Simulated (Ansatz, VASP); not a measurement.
## Two plane-wave programs on Be2B3

```xyz
5
Lattice="3.1112 0.0000 0.0000 -1.5556 2.6944 0.0000 0.0000 0.0000 4.8007" Properties=species:S:1:pos:R:3 pbc="T T T"
Be    0.0000    1.7962    0.6009
Be    1.5556    0.8981    4.1999
B     0.0000    0.0000    0.0000
B     0.0000    1.7962    2.5378
B     1.5556    0.8981    2.2629
```

Alike in both runs: functional PBE; k mesh 12 × 12 × 8; occupations gaussian, width 0.1 eV; no spin polarisation.

Ansatz relaxed the structure, and its values are those at the end. VASP's run is a single point on that final structure, the one shown.

```csv
,VASP,Ansatz
version,VASP 6.6.1,Ansatz 0.2.0
potentials or method,"VASP PAW PBE potentials, release 64 (Be, B)","scalar-relativistic, plane waves, PAW"
plane-wave cutoff (eV),520,420
valence electrons in the cell,13,13
```

|  | VASP | Ansatz | Ansatz less VASP |
| --- | --- | --- | --- |
| gap on the k mesh at the Fermi level (eV) | none | none | - |
| pressure (GPa) | 0.1 | 0.0 | -0.10 |
| rms of the force components (eV/Å) | 0.004 | 0.003 | -0.0012 |

A gap of «none» marks a metal or a gap that the smearing closes.
